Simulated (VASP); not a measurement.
An input for Quantum ESPRESSO's pw.x (written as the equivalent of a VASP run, and not itself run):

```
&CONTROL
  calculation = 'scf'
  pseudo_dir = './pseudo'
  outdir = './out'
  tprnfor = .true.
  tstress = .true.
/
&SYSTEM
  ibrav = 0
  nat = 4
  ntyp = 2
  ecutwfc = 88
  occupations = 'smearing'
  smearing = 'fermi-dirac'
  degauss = 0.009996
  input_dft = 'pbesol'
/
&ELECTRONS
  conv_thr = 7.3e-08
  electron_maxstep = 100
/
ATOMIC_SPECIES
  Rh 102.906 Rh.upf
  Si 28.085 Si.upf
CELL_PARAMETERS angstrom
     3.7221720    0.0000000    0.0000000
    -1.8610860    3.2234960    0.0000000
     0.0000000    0.0000000    5.1877970
ATOMIC_POSITIONS crystal
  Rh   0.0000000  0.0000000  0.0000000
  Rh   0.0000000  0.0000000  0.5000000
  Si   0.3333330  0.6666670  0.2500000
  Si   0.6666670  0.3333330  0.7500000
K_POINTS automatic
  5 5 4 0 0 0
```

Task: Write the VASP files for the same calculation (PBEsol).

Result: This is not unique; one that fits is 
### POSCAR
```
SiRh
1
    3.7221720000     0.0000000000     0.0000000000
   -1.8610860000     3.2234960000     0.0000000000
    0.0000000000     0.0000000000     5.1877970000
Rh Si
2 2
Direct
  0.0000000000   0.0000000000   0.0000000000
  0.0000000000   0.0000000000   0.5000000000
  0.3333330000   0.6666670000   0.2500000000
  0.6666670000   0.3333330000   0.7500000000
```

KPOINTS:
```
Automatic mesh
0
Gamma
5 5 4
0 0 0
```

INCAR:
```
SIGMA=0.136
LMAXMIX=4   ! l cut-off of mixed one-centre charges
ENCUT=300
ISMEAR=-1   ! Fermi-Dirac
GGA=PS   ! PBEsol
LASPH=.TRUE.   ! aspherical one-centre terms
ALGO=Normal   ! blocked Davidson
NELM=100   ! most electronic steps
ISIF=2   ! forces and stress, cell fixed
SYSTEM=SiRh
EDIFF=1E-6   ! SCF stop (eV)
PREC=Accurate
LREAL=.FALSE.   ! projection in real space or not
LWAVE=.FALSE.
LCHARG=.FALSE.
```

POTCAR, in this order: Rh_pv Si (PBE.64 set). Program: vasp_std.

The two are equivalent in intent, not identical: the potentials are each code's own (VASP's PAW set, PseudoDojo norm-conserving files in pw.x), so ENCUT and ecutwfc are chosen apart and not converted; conv_thr bounds pw.x's estimated SCF error, while EDIFF bounds the energy change between steps.

The structure was generated: SiRh was put into an ordered model structure, which need not be its known phase. The cell was not relaxed at this level. The k-mesh is coarse (spacing up to 0.39 per Å, 2π included), so the numbers may not be converged in it. The run is one of a series of settings (GGA = PS against the base run), some of them coarse on purpose.
